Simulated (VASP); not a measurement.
OSZICAR of a VASP run on Ni (fcc):

OSZICAR:
```
       N       E                     dE             d eps       ncg     rms           ort
DAV:   1     0.187254475672E+02    0.18725E+02   -0.44874E+03  1305   0.144E+03
DAV:   2    -0.613894710869E+01   -0.24864E+02   -0.23691E+02  1305   0.148E+02
DAV:   3    -0.646482811933E+01   -0.32588E+00   -0.32550E+00  1305   0.224E+01
DAV:   4    -0.646760245785E+01   -0.27743E-02   -0.27740E-02  1305   0.181E+00
DAV:   5    -0.646767938525E+01   -0.76927E-04   -0.76924E-04  1305   0.259E-01
SDA:   6    -0.206952243063E+01    0.43982E+01   -0.76924E-04  1305   0.232E+02   0.000E+00
CGA:   7    -0.508724577926E+01   -0.30177E+01   -0.29826E+01  1305   0.698E+00  -0.247E-01
CGA:   8    -0.542318200228E+01   -0.33594E+00   -0.34431E+00  1305   0.125E+00  -0.192E-01
CGA:   9    -0.544142106029E+01   -0.18239E-01   -0.18229E-01  1305   0.109E-01   0.969E-04
CGA:  10    -0.544566704246E+01   -0.42460E-02   -0.42458E-02  1305   0.317E-02   0.248E-06
CGA:  11    -0.544635409799E+01   -0.68706E-03   -0.68706E-03  1305   0.114E-02  -0.331E-05
CGA:  12    -0.544680738066E+01   -0.45328E-03   -0.45355E-03  1305   0.276E-03  -0.196E-05
CGA:  13    -0.544692478028E+01   -0.11740E-03   -0.11709E-03  1305   0.268E-03   0.167E-05
CGA:  14    -0.544699520582E+01   -0.70426E-04   -0.70430E-04  1305   0.207E-04   0.533E-06
CGA:  15    -0.544700370431E+01   -0.84985E-05   -0.84902E-05  1305   0.106E-04   0.605E-07
CGA:  16    -0.544700637216E+01   -0.26679E-05   -0.26670E-05  1305   0.379E-05  -0.555E-08
CGA:  17    -0.544700878836E+01   -0.24162E-05   -0.26698E-05  1305   0.161E-05  -0.604E-06
CGA:  18    -0.544700922592E+01   -0.43756E-06   -0.43700E-06  1305   0.866E-06  -0.126E-06
   1 F= -.54470092E+01 E0= -.54471768E+01  d E =0.502800E-03  mag=     0.6113
```

Problem. Which electronic solver shows in the log?

Solution. It is blocked Davidson (ALGO = Normal, or the opening steps of other solvers) and then steepest descent (the opening step of the all-band solvers) and then all-band conjugate gradients (ALGO = All or Conjugate). The INCAR had ALGO = Conjugate.

Problem. How was spin treated?

Solution. Collinear spin (ISPIN = 2): the summary line carries one mag value, 0.61 μB in the cell.

Problem. Can the final energy be trusted as converged?

Solution. The run converged. It stopped with EDIFF = 1E-6, NELM = 100 (PBE GGA, plane waves, VASP's PBE PAW potentials (set 64)).

The compound is Ni in the fcc structure. The cell was not relaxed at this level. The run is one of a series of settings (ALGO = Conjugate against the base run), some of them coarse on purpose.
